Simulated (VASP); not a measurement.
VASP ran on this input.

**POSCAR**
```
MnO
1
    4.4400000000     2.2200000000     2.2200000000
    2.2200000000     4.4400000000     2.2200000000
    2.2200000000     2.2200000000     4.4400000000
Mn O
2 2
Direct
  0.0000000000   0.0000000000   0.0000000000
  0.5000000000   0.5000000000   0.5000000000
  0.2500000000   0.2500000000   0.2500000000
  0.7500000000   0.7500000000   0.7500000000
```

**INCAR**
```
SYSTEM = MnO
PREC = Accurate
ENCUT = 520
EDIFF = 1E-6
NELM = 100
ALGO = Normal
LREAL = .FALSE.
LASPH = .TRUE.
ISMEAR = 0
SIGMA = 0.05
GGA = PE
LMAXMIX = 4
ISPIN = 2
MAGMOM = 5.0 -5.0 0.0 0.0
LORBIT = 10
LWAVE = .FALSE.
LCHARG = .FALSE.
ISIF = 2
```

**KPOINTS**
```
k-points along high-symmetry lines
5
Line-mode
Reciprocal
  0.000000   0.000000   0.000000 ! GAMMA
  0.500000   0.500000   0.500000 ! T

  0.500000   0.500000   0.500000 ! T
  0.812500   0.187500   0.500000 ! H_2

  0.500000  -0.187500   0.187500 ! H_0
  0.500000   0.000000   0.000000 ! L

  0.500000   0.000000   0.000000 ! L
  0.000000   0.000000   0.000000 ! GAMMA

  0.000000   0.000000   0.000000 ! GAMMA
  0.343750  -0.343750  -0.000000 ! S_0

  0.656250   0.000000   0.343750 ! S_2
  0.500000  -0.000000   0.500000 ! F

  0.500000  -0.000000   0.500000 ! F
  0.000000   0.000000   0.000000 ! GAMMA
```

POTCAR, in this order: Mn_pv O (PBE.64 set). Program: vasp_std.

The run wrote:

**standard output**
```
 POSCAR found type information on POSCAR MnO
 POSCAR found :  2 types and       4 ions
 Reading from existing POTCAR
 Reading from existing POTCAR
 LDA part: xc-table for (Slater+PW92), standard interpolation
 POSCAR, INCAR and KPOINTS ok, starting setup
 WAVECAR not read
 entering main loop
       N       E                     dE             d eps       ncg     rms          rms(c)
DAV:   1     0.450001145373E+03    0.45000E+03   -0.22516E+04  3292   0.203E+03
DAV:   2     0.124060398741E+02   -0.43760E+03   -0.42928E+03  3318   0.558E+02
DAV:   3    -0.360845403772E+02   -0.48491E+02   -0.47726E+02  4454   0.172E+02
DAV:   4    -0.373543328917E+02   -0.12698E+01   -0.12499E+01  3591   0.282E+01
DAV:   5    -0.373757927600E+02   -0.21460E-01   -0.21446E-01  3910   0.410E+00    0.206E+01
DAV:   6    -0.325535476425E+02    0.48222E+01   -0.57898E+01  4182   0.618E+01    0.184E+01
DAV:   7    -0.320504064191E+02    0.50314E+00   -0.64453E+00  3934   0.300E+01    0.109E+01
DAV:   8    -0.320865990482E+02   -0.36193E-01   -0.11495E+00  3927   0.750E+00    0.646E+00
DAV:   9    -0.320492887246E+02    0.37310E-01   -0.98660E-02  3649   0.396E+00    0.170E+00
DAV:  10    -0.320651974338E+02   -0.15909E-01   -0.41127E-02  3951   0.151E+00    0.584E-01
DAV:  11    -0.320654840125E+02   -0.28658E-03   -0.41830E-03  4004   0.609E-01    0.126E-01
DAV:  12    -0.320656537388E+02   -0.16973E-03   -0.26347E-04  3578   0.137E-01    0.512E-02
DAV:  13    -0.320657056054E+02   -0.51867E-04   -0.41529E-05  3685   0.511E-02    0.322E-02
DAV:  14    -0.320657205165E+02   -0.14911E-04   -0.19451E-05  3857   0.416E-02    0.101E-02
DAV:  15    -0.320657220548E+02   -0.15383E-05   -0.25824E-06  2982   0.176E-02    0.259E-03
DAV:  16    -0.320657221539E+02   -0.99101E-07   -0.55669E-07  2037   0.582E-03
   1 F= -.32065722E+02 E0= -.32065722E+02  d E =-.425892E-18  mag=    -0.0000
```

### OUTCAR
```
------------------------ aborting loop because EDIFF is reached ----------------------------------------
  FORCE on cell =-STRESS in cart. coord.  units (eV):
  Direction    XX          YY          ZZ          XY          YZ          ZX
  --------------------------------------------------------------------------------------
  Total        0.1189859      0.1189859      0.1189859     -0.8544700     -0.8544700     -0.8544700
  in kB        4.3559917      4.3559917      4.3559917    -31.2815661    -31.2815661    -31.2815661
  external PRESSURE =       4.3559917 kB  Pullay stress =       0.0000000 kB
  volume of cell :       43.76
      direct lattice vectors                 reciprocal lattice vectors
     4.440000000  2.220000000  2.220000000     0.337837838 -0.112612613 -0.112612613
     2.220000000  4.440000000  2.220000000    -0.112612613  0.337837838 -0.112612613
     2.220000000  2.220000000  4.440000000    -0.112612613 -0.112612613  0.337837838
 POSITION                                       TOTAL-FORCE (eV/Angst)
 -----------------------------------------------------------------------------------
      0.00000      0.00000      0.00000        -0.000000     -0.000000     -0.000000
      4.44000      4.44000      4.44000        -0.000000     -0.000000      0.000000
      2.22000      2.22000      2.22000         0.000000     -0.000000     -0.000000
      6.66000      6.66000      6.66000         0.000000      0.000000     -0.000000
 -----------------------------------------------------------------------------------
    total drift:                                0.000000     -0.000000     -0.000000
  FREE ENERGIE OF THE ION-ELECTRON SYSTEM (eV)
  ---------------------------------------------------
  free  energy   TOTEN  =       -32.0657221539 eV

  energy  without entropy=      -32.0657221539  energy(sigma->0) =      -32.06572215

 total charge

# of ion       s       p       d       tot
------------------------------------------
    1        0.203   6.154   5.011  11.368
    2        0.203   6.154   5.011  11.368
    3        1.540   3.458   0.000   4.997
    4        1.540   3.458   0.000   4.997
--------------------------------------------------
tot          3.485  19.224  10.023  32.731

 magnetization (x)

# of ion       s       p       d       tot
------------------------------------------
    1        0.022   0.013   4.254   4.289
    2       -0.022  -0.013  -4.254  -4.289
    3        0.000   0.000   0.000   0.000
    4        0.000   0.000   0.000   0.000
--------------------------------------------------
tot          0.000   0.000   0.000   0.000
```
(Selected blocks of OUTCAR.)

**Question.** Read input and log: which fault does this run have?
A. a line-mode KPOINTS file was used for a self-consistent run
B. NSW is too small for the relaxation to finish
C. the mesh has unequal divisions along equivalent axes and breaks the lattice's symmetry
D. a metal was run with a tiny SIGMA on a coarse mesh

**Answer.** A, a line-mode KPOINTS file was used for a self-consistent run. The run ends without an error. Against the sound run, the energy per atom (σ→0) rises by 0.261 eV/atom; the pressure rises by 0.37 GPa.

To mend it, correct KPOINTS.
**KPOINTS**
```
Automatic mesh
0
Gamma
7 7 7
0 0 0
```
The mended run (PBE GGA, plane waves, VASP's PBE PAW potentials (set 64)) converges, and its OSZICAR ends with
```
   1 F= -.33109634E+02 E0= -.33109634E+02  d E =-.177987E-27  mag=     0.0000
```

The compound is MnO in the rock salt, AFM-II order structure. The cell was not relaxed at this level.
